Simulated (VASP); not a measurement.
VASP ran on this input.

File KPOINTS:
```
K-points
0
gamma
 10 10 7
```

**POSCAR**
```
PtSe2
1
    1.8989204522    -3.2890269597     0.0000000000
    1.8989204522     3.2890269597     0.0000000000
    0.0000000000     0.0000000000     5.1161871542
Pt Se
1 2
Direct
  0.0000000000   0.0000000000   0.0000000000
  0.3333330000   0.6666670000   0.2558378764
  0.6666670000   0.3333330000   0.7441621236
```

**INCAR**
```
SYSTEM = PtSe2
PREC = Accurate
ENCUT = 520
EDIFF = 1E-7
NELM = 100
ALGO = Normal
LREAL = .FALSE.
LASPH = .TRUE.
ISMEAR = -5
GGA = BO
PARAM1 = 0.1833333333
PARAM2 = 0.22
LUSE_VDW = .TRUE.
AGGAC = 0.0
LMAXMIX = 6
LWAVE = .FALSE.
LCHARG = .TRUE.
LORBIT = 11
NEDOS = 601
ISIF = 2
LEFG = .TRUE.
```

POTCAR, in this order: Pt Se (PBE.64 set). Program: vasp_std.

Write an equivalent input for Quantum ESPRESSO's pw.x.

One equivalent input (not run):
```
&CONTROL
  calculation = 'scf'
  pseudo_dir = './pseudo'
  outdir = './out'
  tprnfor = .true.
  tstress = .true.
/
&SYSTEM
  ibrav = 0
  nat = 3
  ntyp = 2
  ecutwfc = 86
  occupations = 'tetrahedra'
  input_dft = 'vdw-df-obk8'
/
&ELECTRONS
  conv_thr = 7.3e-09
  electron_maxstep = 100
/
ATOMIC_SPECIES
  Pt 195.084 Pt.upf
  Se 78.971 Se.upf
CELL_PARAMETERS angstrom
     1.8989205   -3.2890270    0.0000000
     1.8989205    3.2890270    0.0000000
     0.0000000    0.0000000    5.1161872
ATOMIC_POSITIONS crystal
  Pt   0.0000000  0.0000000  0.0000000
  Se   0.3333330  0.6666670  0.2558379
  Se   0.6666670  0.3333330  0.7441621
K_POINTS automatic
  10 10 7 0 0 0
```
What does not carry over: the potentials are each code's own (VASP's PAW set, PseudoDojo norm-conserving files in pw.x), so ENCUT and ecutwfc are chosen apart and not converted; conv_thr bounds pw.x's estimated SCF error, while EDIFF bounds the energy change between steps; the field gradients of LEFG aren't asked of the other code.

The compound is PtSe2 in the 1T layered structure. It was relaxed first.
